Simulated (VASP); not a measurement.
OSZICAR of a VASP run on BaHfO3 (cubic perovskite):

### OSZICAR
```
       N       E                     dE             d eps       ncg     rms          rms(c)
DAV:   1     0.253418805388E+03    0.25342E+03   -0.23915E+04   920   0.186E+03
DAV:   2    -0.413410321425E+02   -0.29476E+03   -0.28767E+03  1246   0.375E+02
DAV:   3    -0.541649028965E+02   -0.12824E+02   -0.12804E+02  1191   0.770E+01
DAV:   4    -0.544329690157E+02   -0.26807E+00   -0.26798E+00  1355   0.101E+01
DAV:   5    -0.544376746684E+02   -0.47057E-02   -0.47055E-02  1238   0.908E-01    0.668E+01
DAV:   6    -0.479399775050E+02    0.64977E+01   -0.40851E+01  1053   0.380E+01    0.578E+01
DAV:   7    -0.477346509544E+02    0.20533E+00   -0.25168E+00  1214   0.108E+01    0.339E+01
DAV:   8    -0.476765628068E+02    0.58088E-01   -0.21546E-01  1198   0.387E+00    0.460E+00
DAV:   9    -0.476663739554E+02    0.10189E-01   -0.65597E-02  1116   0.167E+00    0.185E+00
DAV:  10    -0.476655642183E+02    0.80974E-03   -0.84415E-03  1209   0.595E-01    0.508E-01
DAV:  11    -0.476654868205E+02    0.77398E-04   -0.81401E-04  1140   0.188E-01    0.316E-02
DAV:  12    -0.476654865480E+02    0.27247E-06   -0.69877E-05  1210   0.537E-02    0.129E-01
DAV:  13    -0.476654857184E+02    0.82961E-06   -0.56630E-06  1122   0.160E-02
   1 F= -.45481842E+02 E0= -.45481842E+02  d E =-.454818E+02
       N       E                     dE             d eps       ncg     rms          rms(c)
DAV:   1    -0.483500025402E+02   -0.68452E+00   -0.22752E+01   948   0.378E+01    0.166E+01
DAV:   2    -0.476212716240E+02    0.72873E+00   -0.34881E+00   976   0.121E+01    0.406E+00
DAV:   3    -0.475091844014E+02    0.11209E+00   -0.22696E-01  1248   0.367E+00    0.292E+00
DAV:   4    -0.474887726744E+02    0.20412E-01   -0.10322E-01  1217   0.216E+00    0.220E+00
DAV:   5    -0.474891990905E+02   -0.42642E-03   -0.44356E-03  1236   0.378E-01    0.296E+00
DAV:   6    -0.474897711126E+02   -0.57202E-03   -0.30340E-03  1161   0.340E-01    0.518E-01
DAV:   7    -0.474896281841E+02    0.14293E-03   -0.42017E-04  1130   0.132E-01    0.327E-01
DAV:   8    -0.474896134270E+02    0.14757E-04   -0.10923E-05  1274   0.211E-02    0.303E-01
DAV:   9    -0.474895267235E+02    0.86703E-04   -0.16033E-04  1158   0.792E-02    0.162E-01
DAV:  10    -0.474894997042E+02    0.27019E-04   -0.11007E-04  1184   0.580E-02    0.595E-02
DAV:  11    -0.474894998596E+02   -0.15532E-06   -0.23173E-06   877   0.956E-03
   2 F= -.45441468E+02 E0= -.45441468E+02  d E =0.403732E-01
       N       E                     dE             d eps       ncg     rms          rms(c)
DAV:   1    -0.479532345922E+02   -0.46373E+00   -0.82333E+00   948   0.225E+01    0.104E+01
DAV:   2    -0.476905019186E+02    0.26273E+00   -0.13548E+00   990   0.745E+00    0.251E+00
DAV:   3    -0.476478225520E+02    0.42679E-01   -0.87523E-02  1113   0.222E+00    0.186E+00
DAV:   4    -0.476394193227E+02    0.84032E-02   -0.44008E-02  1164   0.139E+00    0.134E+00
DAV:   5    -0.476395398587E+02   -0.12054E-03   -0.16183E-03  1238   0.210E-01    0.183E+00
DAV:   6    -0.476397731401E+02   -0.23328E-03   -0.11424E-03  1182   0.218E-01    0.337E-01
DAV:   7    -0.476397192830E+02    0.53857E-04   -0.17112E-04  1081   0.812E-02    0.217E-01
DAV:   8    -0.476397150230E+02    0.42599E-05   -0.45929E-06  1157   0.133E-02    0.203E-01
DAV:   9    -0.476396854618E+02    0.29561E-04   -0.77670E-05  1144   0.547E-02    0.904E-02
DAV:  10    -0.476396794435E+02    0.60183E-05   -0.26357E-05  1180   0.277E-02    0.420E-02
DAV:  11    -0.476396794972E+02   -0.53721E-07   -0.34169E-07   614   0.397E-03
   3 F= -.45509974E+02 E0= -.45509974E+02  d E =-.281328E-01
```

Question: Which electronic solver shows in the log?

Answer: It is blocked Davidson (ALGO = Normal, or the opening steps of other solvers). The INCAR had ALGO = Normal.

Question: Can the final energy be trusted as converged?

Answer: The run converged. It stopped with EDIFF = 1E-6, NELM = 100, NSW = 40 and EDIFFG = -0.02 after 3 ionic steps (LDA (Ceperley-Alder, Perdew-Zunger), plane waves, VASP's LDA PAW potentials (set 64)). Energy and stress use the plane-wave basis of the starting cell.

The compound is BaHfO3 in the cubic perovskite structure. This run relaxes it under an external pressure of 5 GPa. Symmetry was kept, so distortions that lower it aren't found.
